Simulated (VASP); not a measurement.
These are PBE GGA, VASP's PBE PAW potentials (set 64) (plane waves; VASP) values and carry that method's errors.

The input files of a VASP run:

### KPOINTS
```
Automatic mesh
0
Gamma
11 11 3
0.5 0.5 0.5
```

**INCAR**
```
# general
SYSTEM =Ho
PREC   =Accurate
ENCUT  =300
LREAL  =.FALSE.
LASPH  =.TRUE.
NBANDS =46

# electronic loop
EDIFF  =1E-6
NELM   =100
ALGO   =Normal
LMAXMIX=6

# smearing
ISMEAR =-1
SIGMA  =0.1

# functional
GGA    =PE

# spin
ISPIN  =2
MAGMOM =4.0 4.0 4.0 4.0

# ions
ISIF   =2

# output
LWAVE  =.FALSE.
LCHARG =.FALSE.
LORBIT =11
```

File POSCAR:
```
Ho
1
    3.5510200000     0.0000000000     0.0000000000
   -1.7755100000     3.0752730000     0.0000000000
    0.0000000000     0.0000000000    11.4254300000
Ho
4
Direct
  0.0000000000   0.0000000000   0.0000000000
  0.0000000000   0.0000000000   0.5000000000
  0.3333330000   0.6666670000   0.2500000000
  0.6666670000   0.3333330000   0.7500000000
```

POTCAR, in this order: Ho (PBE.64 set). Program: vasp_std.

Output

### OUTCAR
```
 ion  position               nearest neighbor table
   1  0.000  0.000  0.000-   3 3.52   4 3.52   3 3.52   4 3.52   4 3.52   3 3.52
   2  0.000  0.000  0.500-   3 3.52   4 3.52   3 3.52   4 3.52   4 3.52   3 3.52
   3  0.333  0.667  0.250-   1 3.52   2 3.52   1 3.52   2 3.52   1 3.52   2 3.52
   4  0.667  0.333  0.750-   1 3.52   2 3.52   1 3.52   2 3.52   1 3.52   2 3.52
  LATTYP: Found a hexagonal cell.
 ALAT       =     3.5510200000
 C/A-ratio  =     3.2175065193
 Subroutine PRICEL returns:
 Original cell was already a primitive cell.
 Subroutine GETGRP returns: Found 24 space group operations
The static configuration has the point symmetry D_3d.
 The point group associated with its full space group is D_6h.
The dynamic configuration has the point symmetry D_3d.
The overall configuration has the point symmetry D_3d.
 Subroutine INISYM returns: Found 24 space group operations
 Subroutine IBZKPT returns following result:
 Found     72 irreducible k-points:

 Following reciprocal coordinates:
            Coordinates               Weight
  0.045455  0.045455  0.166667     12.000000
  0.136364  0.045455  0.166667     24.000000
  0.227273  0.045455  0.166667     24.000000
  0.318182  0.045455  0.166667     24.000000
  0.409091  0.045455  0.166667     24.000000
  0.500000  0.045455  0.166667     24.000000
 -0.409091  0.045455  0.166667     24.000000
 -0.318182  0.045455  0.166667     24.000000
 -0.227273  0.045455  0.166667     24.000000
 -0.136364  0.045455  0.166667     24.000000
 -0.045455  0.045455  0.166667     12.000000
  0.136364  0.136364  0.166667     12.000000
  0.227273  0.136364  0.166667     24.000000
  0.318182  0.136364  0.166667     24.000000
  0.409091  0.136364  0.166667     24.000000
  0.500000  0.136364  0.166667     24.000000
 -0.409091  0.136364  0.166667     24.000000
 -0.318182  0.136364  0.166667     24.000000
 -0.227273  0.136364  0.166667     24.000000
 -0.136364  0.136364  0.166667     12.000000
  0.227273  0.227273  0.166667     12.000000
  0.318182  0.227273  0.166667     24.000000
  0.409091  0.227273  0.166667     24.000000
  0.500000  0.227273  0.166667     24.000000
 -0.409091  0.227273  0.166667     24.000000
 -0.318182  0.227273  0.166667     24.000000
 -0.227273  0.227273  0.166667     12.000000
  0.318182  0.318182  0.166667     12.000000
  0.409091  0.318182  0.166667     24.000000
  0.500000  0.318182  0.166667     24.000000
 -0.409091  0.318182  0.166667     24.000000
 -0.318182  0.318182  0.166667     12.000000
  0.409091  0.409091  0.166667     12.000000
  0.500000  0.409091  0.166667     24.000000
 -0.409091  0.409091  0.166667     12.000000
  0.500000  0.500000  0.166667      6.000000
  0.045455  0.045455  0.500000      6.000000
  0.136364  0.045455  0.500000     12.000000
  0.227273  0.045455  0.500000     12.000000
  0.318182  0.045455  0.500000     12.000000
   k-points           NKPTS =     72   k-points in BZ     NKDIM =     72   number of bands    NBANDS=     46
   number of dos      NEDOS =    301   number of ions     NIONS =      4
   total plane-waves  NPLWV =  28000
   dimension x,y,z NGX =    20 NGY =   20 NGZ =   70
   dimension x,y,z NGXF=    40 NGYF=   40 NGZF=  140
   ions per type =               4
   PREC   = accura    normal or accurate (medium, high low for compatibility)
   ISTART =      0    job   : 0-new  1-cont  2-samecut
   ICHARG =      2    charge: 1-file 2-atom 10-const
   ISPIN  =      2    spin polarized calculation?
   LNONCOLLINEAR =      F non collinear calculations
   LSORBIT =      F    spin-orbit coupling
   INIWAV =      1    electr: 0-lowe 1-rand  2-diag
   ENCUT  =  300.0 eV  22.05 Ry    4.70 a.u.   5.01  5.01 16.14*2*pi/ulx,y,z
...
```

**OSZICAR**
```
...
DAV:  12    -0.408364008642E+02    0.77418E+01   -0.10173E+01 18384   0.372E+01    0.124E+02
DAV:  13    -0.384229633106E+02    0.24134E+01   -0.65044E+00 26122   0.110E+01    0.113E+02
DAV:  14    -0.313432805946E+02    0.70797E+01   -0.19796E+01 24312   0.250E+01    0.200E+02
DAV:  15    -0.313602645112E+02   -0.16984E-01   -0.12647E+01 25814   0.193E+01    0.133E+02
DAV:  16    -0.381021060478E+02   -0.67418E+01   -0.28884E+01 22202   0.264E+01    0.137E+02
DAV:  17    -0.318074519621E+02    0.62947E+01   -0.15665E+01 23912   0.231E+01    0.962E+01
DAV:  18    -0.361951156271E+02   -0.43877E+01   -0.72679E+00 24472   0.171E+01    0.109E+02
DAV:  19    -0.330567147375E+02    0.31384E+01   -0.47104E+00 24910   0.120E+01    0.992E+01
DAV:  20    -0.288179438247E+02    0.42388E+01   -0.12769E+01 24446   0.180E+01    0.107E+02
DAV:  21    -0.296398811008E+02   -0.82194E+00   -0.83696E+00 24996   0.106E+01    0.824E+01
DAV:  22    -0.248171849181E+02    0.48227E+01   -0.12751E+01 23698   0.575E+01    0.869E+01
DAV:  23    -0.249288915690E+02   -0.11171E+00   -0.14701E+01 26128   0.157E+01    0.121E+02
DAV:  24    -0.255070339219E+02   -0.57814E+00   -0.68718E+00 25292   0.849E+00    0.799E+01
DAV:  25    -0.238666728310E+02    0.16404E+01   -0.48031E+00 21968   0.258E+01    0.812E+01
DAV:  26    -0.208800174459E+02    0.29867E+01   -0.11839E+01 22834   0.277E+01    0.103E+02
DAV:  27    -0.214451939965E+02   -0.56518E+00   -0.82701E+00 25544   0.102E+01    0.796E+01
DAV:  28    -0.226559845618E+02   -0.12108E+01   -0.25726E+00 21486   0.127E+01    0.815E+01
DAV:  29    -0.233089046718E+02   -0.65292E+00   -0.14756E+00 25340   0.819E+00    0.833E+01
DAV:  30    -0.248277542846E+02   -0.15188E+01   -0.33893E+00 20650   0.349E+01    0.855E+01
DAV:  31    -0.241981806455E+02    0.62957E+00   -0.26288E+00 23180   0.245E+01    0.894E+01
DAV:  32    -0.245831108955E+02   -0.38493E+00   -0.22297E+00 24426   0.958E+00    0.904E+01
DAV:  33    -0.240737435068E+02    0.50937E+00   -0.14191E+00 24232   0.169E+01    0.862E+01
DAV:  34    -0.197940408087E+02    0.42797E+01   -0.45853E+00 21612   0.332E+01    0.783E+01
DAV:  35    -0.211759414050E+02   -0.13819E+01   -0.41081E+00 22518   0.889E+00    0.741E+01
DAV:  36    -0.212933144005E+02   -0.11737E+00   -0.16899E+00 21876   0.114E+01    0.738E+01
DAV:  37    -0.223421593383E+02   -0.10488E+01   -0.15515E+00 24922   0.695E+00    0.766E+01
DAV:  38    -0.235082592698E+02   -0.11661E+01   -0.11041E+00 22812   0.677E+00    0.797E+01
DAV:  39    -0.243808032082E+02   -0.87254E+00   -0.18651E+00 22852   0.792E+00    0.842E+01
DAV:  40    -0.243345787060E+02    0.46225E-01   -0.15998E+00 22120   0.105E+01    0.804E+01
DAV:  41    -0.236648675548E+02    0.66971E+00   -0.76078E-01 24090   0.509E+00    0.737E+01
DAV:  42    -0.230686439815E+02    0.59622E+00   -0.70293E-01 23492   0.560E+00    0.674E+01
DAV:  43    -0.232179206232E+02   -0.14928E+00   -0.80167E-01 22498   0.795E+00    0.618E+01
DAV:  44    -0.231299724328E+02    0.87948E-01   -0.21313E+00 23852   0.695E+00    0.577E+01
DAV:  45    -0.232991959025E+02   -0.16922E+00   -0.91067E-01 23882   0.518E+00    0.610E+01
DAV:  46    -0.233478461549E+02   -0.48650E-01   -0.30488E-01 25296   0.252E+00    0.608E+01
DAV:  47    -0.231123224305E+02    0.23552E+00   -0.36655E-01 22278   0.399E+00    0.573E+01
DAV:  48    -0.232015626724E+02   -0.89240E-01   -0.57488E-01 21878   0.656E+00    0.533E+01
DAV:  49    -0.232192056434E+02   -0.17643E-01   -0.46931E-01 22972   0.103E+01    0.502E+01
DAV:  50    -0.232093502384E+02    0.98554E-02   -0.37735E-01 23500   0.854E+00    0.501E+01
DAV:  51    -0.202423401305E+02    0.29670E+01   -0.20723E+01 22606   0.674E+01    0.867E+01
DAV:  52    -0.226335034584E+02   -0.23912E+01   -0.11979E+01 25526   0.130E+01    0.559E+01
DAV:  53    -0.222464843009E+02    0.38702E+00   -0.34752E+00 24370   0.109E+01    0.481E+01
DAV:  54    -0.227958090150E+02   -0.54932E+00   -0.21693E+00 24892   0.849E+00    0.453E+01
DAV:  55    -0.229470132572E+02   -0.15120E+00   -0.17457E+00 25866   0.760E+00    0.432E+01
DAV:  56    -0.229173534376E+02    0.29660E-01   -0.90511E+00 21356   0.442E+01    0.676E+01
DAV:  57    -0.237289517863E+02   -0.81160E+00   -0.49634E+00 25664   0.124E+01    0.499E+01
DAV:  58    -0.234272804304E+02    0.30167E+00   -0.16503E+00 24466   0.105E+01    0.465E+01
DAV:  59    -0.232844487606E+02    0.14283E+00   -0.10952E+00 23890   0.123E+01    0.468E+01
DAV:  60    -0.238922019349E+02   -0.60775E+00   -0.31568E+00 20924   0.188E+01    0.463E+01
DAV:  61    -0.202697558592E+02    0.36224E+01   -0.37542E+01 21020   0.672E+01    0.640E+01
DAV:  62    -0.220930026348E+02   -0.18232E+01   -0.87731E+00 23978   0.286E+01    0.520E+01
DAV:  63    -0.220135669080E+02    0.79436E-01   -0.67142E+00 24046   0.213E+01    0.446E+01
DAV:  64    -0.228552986948E+02   -0.84173E+00   -0.54313E+00 25518   0.125E+01    0.398E+01
DAV:  65    -0.272274649762E+02   -0.43722E+01   -0.62125E+00 20958   0.271E+01    0.488E+01
DAV:  66    -0.332102483952E+02   -0.59828E+01   -0.77023E+00 21868   0.414E+01    0.710E+01
DAV:  67    -0.352125005050E+02   -0.20023E+01   -0.86515E+00 25432   0.199E+01    0.934E+01
DAV:  68    -0.356533492274E+02   -0.44085E+00   -0.61709E+00 25636   0.945E+00    0.921E+01
DAV:  69    -0.377456537254E+02   -0.20923E+01   -0.28225E+00 24652   0.149E+01    0.984E+01
DAV:  70    -0.379207512730E+02   -0.17510E+00   -0.27031E+00 26070   0.645E+00    0.102E+02
DAV:  71    -0.387747202804E+02   -0.85397E+00   -0.15456E+00 22558   0.958E+00    0.102E+02
DAV:  72    -0.404259390138E+02   -0.16512E+01   -0.80604E-01 22480   0.568E+00    0.103E+02
DAV:  73    -0.382967010659E+02    0.21292E+01   -0.49762E-01 19862   0.629E+00    0.102E+02
DAV:  74    -0.381938124926E+02    0.10289E+00   -0.16413E-01 23082   0.189E+00    0.101E+02
DAV:  75    -0.362252720420E+02    0.19685E+01   -0.26607E-01 21874   0.475E+00    0.989E+01
DAV:  76    -0.305220847645E+02    0.57032E+01   -0.26642E+00 20250   0.173E+01    0.921E+01
DAV:  77    -0.283089474863E+02    0.22131E+01   -0.28889E+00 23920   0.127E+01    0.848E+01
DAV:  78    -0.283584614164E+02   -0.49514E-01   -0.12565E+00 24836   0.443E+00    0.838E+01
DAV:  79    -0.278084648382E+02    0.55000E+00   -0.29604E-01 24230   0.274E+00    0.817E+01
DAV:  80    -0.269536078800E+02    0.85486E+00   -0.24474E-01 21528   0.662E+00    0.792E+01
DAV:  81    -0.205635010578E+02    0.63901E+01   -0.19750E+01 22150   0.454E+01    0.466E+01
DAV:  82    -0.218591566101E+02   -0.12957E+01   -0.52397E+00 25826   0.169E+01    0.311E+01
DAV:  83    -0.218681822620E+02   -0.90257E-02   -0.21002E+00 24984   0.134E+01    0.300E+01
DAV:  84    -0.217963066429E+02    0.71876E-01   -0.12217E+00 26268   0.810E+00    0.299E+01
DAV:  85    -0.219633857399E+02   -0.16708E+00   -0.89559E-01 24512   0.707E+00    0.297E+01
DAV:  86    -0.226746053728E+02   -0.71122E+00   -0.18322E+00 23728   0.144E+01    0.308E+01
DAV:  87    -0.224313226869E+02    0.24328E+00   -0.11473E+00 24066   0.930E+00    0.344E+01
DAV:  88    -0.222934728736E+02    0.13785E+00   -0.10926E+00 24424   0.602E+00    0.394E+01
DAV:  89    -0.223542616115E+02   -0.60789E-01   -0.86015E-01 25884   0.323E+00    0.428E+01
DAV:  90    -0.223461711348E+02    0.80905E-02   -0.42349E-01 21560   0.741E+00    0.423E+01
DAV:  91    -0.222505323021E+02    0.95639E-01   -0.54463E-01 22926   0.106E+01    0.397E+01
DAV:  92    -0.223015678223E+02   -0.51036E-01   -0.45027E-01 24764   0.443E+00    0.377E+01
DAV:  93    -0.223307910729E+02   -0.29223E-01   -0.19482E-01 26184   0.151E+00    0.372E+01
DAV:  94    -0.222318149757E+02    0.98976E-01   -0.28757E-01 23136   0.698E+00    0.326E+01
DAV:  95    -0.221455125694E+02    0.86302E-01   -0.41104E-01 24360   0.632E+00    0.295E+01
DAV:  96    -0.223613665295E+02   -0.21585E+00   -0.35899E+00 22254   0.241E+01    0.279E+01
DAV:  97    -0.228098068948E+02   -0.44844E+00   -0.30200E+00 23332   0.116E+01    0.327E+01
DAV:  98    -0.233933275921E+02   -0.58352E+00   -0.15745E+00 24784   0.879E+00    0.385E+01
DAV:  99    -0.235005324417E+02   -0.10720E+00   -0.11490E+00 23888   0.792E+00    0.417E+01
DAV: 100    -0.235706391627E+02   -0.70107E-01   -0.10693E+00 22298   0.754E+00
   1 F= -.23570639E+02 E0= -.23224312E+02  d E =-.692655E+00  mag=     7.9023
```

File OUTCAR:
```
------------------------ aborting loop EDIFF was not reached (unconverged)  ----------------------------
  FORCE on cell =-STRESS in cart. coord.  units (eV):
  Direction    XX          YY          ZZ          XY          YZ          ZX
  --------------------------------------------------------------------------------------
  Total      -13.8985644    -13.8985596    -80.6819572      0.0000000     -0.0000000      0.0000000
  in kB     -178.4724471   -178.4723857  -1036.0427110      0.0000000     -0.0000000      0.0000000
  external PRESSURE =    -464.3291813 kB  Pullay stress =       0.0000000 kB
  volume of cell :      124.77
      direct lattice vectors                 reciprocal lattice vectors
     3.551020000  0.000000000  0.000000000     0.281609228  0.162587191  0.000000000
    -1.775510000  3.075273000  0.000000000     0.000000000  0.325174383  0.000000000
     0.000000000  0.000000000 11.425430000     0.000000000  0.000000000  0.087524058
 POSITION                                       TOTAL-FORCE (eV/Angst)
 -----------------------------------------------------------------------------------
      0.00000      0.00000      0.00000         0.000000      0.000000      0.000000
      0.00000      0.00000      5.71272         0.000000      0.000000      0.000000
     -0.00000      2.05018      2.85636        -0.000000      0.000000     -0.000000
      1.77551      1.02509      8.56907         0.000000     -0.000000      0.000000
 -----------------------------------------------------------------------------------
    total drift:                                0.000000     -0.000000      0.000000
  FREE ENERGIE OF THE ION-ELECTRON SYSTEM (eV)
  ---------------------------------------------------
  free  energy   TOTEN  =       -23.5706391627 eV

  energy  without entropy=      -22.8779838847  energy(sigma->0) =      -23.22431152

 total charge

# of ion       s       p       d       f       tot
--------------------------------------------------
    1        2.118   5.710   0.430   8.246  16.506
    2        2.118   5.710   0.430   8.246  16.506
    3        2.126   5.719   0.501  11.917  20.262
    4        2.126   5.719   0.501  11.917  20.262
--------------------------------------------------
tot          8.488  22.859   1.862  40.326  73.535

 magnetization (x)

# of ion       s       p       d       f       tot
--------------------------------------------------
    1       -0.002  -0.053  -0.184   3.650   3.411
    2       -0.002  -0.053  -0.184   3.650   3.411
    3        0.002  -0.065  -0.190   1.866   1.613
    4        0.002  -0.065  -0.190   1.866   1.613
--------------------------------------------------
tot          0.000  -0.237  -0.748  11.033  10.049
```
(Selected blocks of OUTCAR.)

stdout:
```
...
 -----------------------------------------------------------------------------
|                                                                             |
|           W    W    AA    RRRRR   N    N  II  N    N   GGGG   !!!           |
|           W    W   A  A   R    R  NN   N  II  NN   N  G    G  !!!           |
|           W    W  A    A  R    R  N N  N  II  N N  N  G       !!!           |
|           W WW W  AAAAAA  RRRRR   N  N N  II  N  N N  G  GGG   !            |
|           WW  WW  A    A  R   R   N   NN  II  N   NN  G    G                |
|           W    W  A    A  R    R  N    N  II  N    N   GGGG   !!!           |
|                                                                             |
|     The electronic self-consistency was not achieved in the given           |
|     number of steps (NELM). The forces and other quantities evaluated       |
|     might not be reliable so examine the results carefully. If you find     |
|     spurious results, we suggest increasing NELM, if you were close to      |
|     convergence or switching to a different ALGO or adjusting the           |
|     density mixing parameters otherwise.                                    |
|                                                                             |
 -----------------------------------------------------------------------------

 -----------------------------------------------------------------------------
|                                                                             |
|           W    W    AA    RRRRR   N    N  II  N    N   GGGG   !!!           |
|           W    W   A  A   R    R  NN   N  II  NN   N  G    G  !!!           |
|           W    W  A    A  R    R  N N  N  II  N N  N  G       !!!           |
|           W WW W  AAAAAA  RRRRR   N  N N  II  N  N N  G  GGG   !            |
|           WW  WW  A    A  R   R   N   NN  II  N   NN  G    G                |
|           W    W  A    A  R    R  N    N  II  N    N   GGGG   !!!           |
|                                                                             |
|     Your highest band is occupied at some k-points! Unless you are          |
|     performing a calculation for an insulator or semiconductor, without     |
|     unoccupied bands, you have included TOO FEW BANDS!! Please increase     |
|     the parameter NBANDS in file INCAR to ensure that the highest band      |
|     is unoccupied at all k-points. It is always recommended to include      |
|     a few unoccupied bands to accelerate the convergence of                 |
|     molecular-dynamics runs (even for insulators or semiconductors),        |
|     since the presence of unoccupied bands improves wavefunction            |
|     prediction and helps to suppress 'band-crossings'.                      |
|                                                                             |
 -----------------------------------------------------------------------------

   1 F= -.23570639E+02 E0= -.23224312E+02  d E =-.692655E+00  mag=     7.9023
```

Convergence was not reached.

At this cut-off the stress carries a Pulay error, which pulls relaxed volumes low.

The structure was generated: Ho was put into an ordered model structure, which need not be its known phase. The cell was not relaxed at this level. The run is one of a series of settings (NBANDS = 46 against the base run), some of them coarse on purpose. VASP warned that the highest band is occupied, so more bands are needed.
